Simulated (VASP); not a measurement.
```
CELL_PARAMETERS angstrom
      3.16752     0.00000     0.00000
      0.00000     3.55239     0.00000
      0.00000     0.00000    26.05820
ATOMIC_POSITIONS crystal
  Zr 0.75369 0.00310 0.34197
  Zr 0.24430 0.00242 0.44696
  Zr 0.74699 0.00079 0.55304
  Zr 0.24557 0.99775 0.65878
  B  0.24941 0.49778 0.37760
  B  0.24883 0.49371 0.30717
  B  0.75342 0.49880 0.48157
  B  0.74961 0.50694 0.41199
  B  0.25444 0.49590 0.58788
  B  0.25698 0.49470 0.51658
  B  0.75896 0.50155 0.69368
  B  0.73780 0.50655 0.62278
```

Calculation: PBEsol GGA, VASP's PBE PAW potentials (set 64) (plane waves; VASP 6.6.1). Numerical set-up: 400 eV cut-off, 6×5×1 Γ-centred mesh, first-order Methfessel-Paxton smearing of 0.050 eV, potentials Zr_sv B.

The cell holds a wide vacuum, so values per volume refer to the whole cell.

Task: What does the run give for the energy per atom (σ→0), largest force, band gap (on the k-mesh) with the smallest direct gap where there is one?

Result: 
```yaml
band gap (on the k-mesh): none (metal, semimetal or under 0.01 eV)
energy per atom (σ→0): -8.235 eV/atom
largest_force: 0.07464 Ry/bohr
```

The cell is a sheet with vacuum, built from a database entry that may be metastable or hypothetical.
